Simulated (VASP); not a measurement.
Method: r2SCAN meta-GGA, VASP's PBE PAW potentials (set 64) (plane waves; VASP).

VASP input:

### POSCAR
```
TiSi2
1
    0.0000000000     4.1247292315     4.2560043348
    2.3901067872     0.0000000000     4.2560043348
    2.3901067872     4.1247292315     0.0000000000
Ti Si
2 4
Direct
  0.5000000000   0.5000000000   0.5000000000
  0.7500000000   0.7500000000   0.7500000000
  0.8370713323   0.1629286677   0.8370713323
  0.1629286677   0.8370713323   0.1629286677
  0.4129286677   0.0870713323   0.4129286677
  0.0870713323   0.4129286677   0.0870713323
```

INCAR:
```
! general
SYSTEM   =  TiSi2
PREC     =  Accurate
ENCUT    =  400
LREAL    =  .FALSE.
LASPH    =  .TRUE.

! electronic loop
EDIFF    =  1E-6
NELM     =  100
ALGO     =  Normal
LMAXMIX  =  4
LMIXTAU  =  .TRUE.

! smearing
ISMEAR   =  1
SIGMA    =  0.1

! functional
METAGGA  =  R2SCAN

! ions
IBRION   =  2
NSW      =  60
ISIF     =  3
EDIFFG   =  -0.02

! output
LWAVE    =  .FALSE.
LCHARG   =  .FALSE.
```

### KPOINTS
```
Automatic mesh
0
Gamma
8 8 8
0 0 0
```

POTCAR, in this order: Ti_sv Si (PBE.64 set). Program: vasp_std.

Task: What will the output report for the number of irreducible k-points (NKPTS), number of bands (NBANDS), largest plane-wave count, number of space-group operations, FFT grid (NGX, NGY, NGZ)?

Result: 
| Quantity | Value |
|---|---|
| number of irreducible k-points (NKPTS) | 95 |
| number of bands (NBANDS) | 24 |
| largest plane-wave count | 1544 |
| number of space-group operations | 8 |
| FFT grid (NGX, NGY, NGZ) | 40 × 32 × 32 |

The structure comes from a computed database's TiSi2 entry (Fddd); how it stands against other phases isn't given here. This run relaxes it. Symmetry was kept, so distortions that lower it aren't found. The start is the result of an earlier pass.
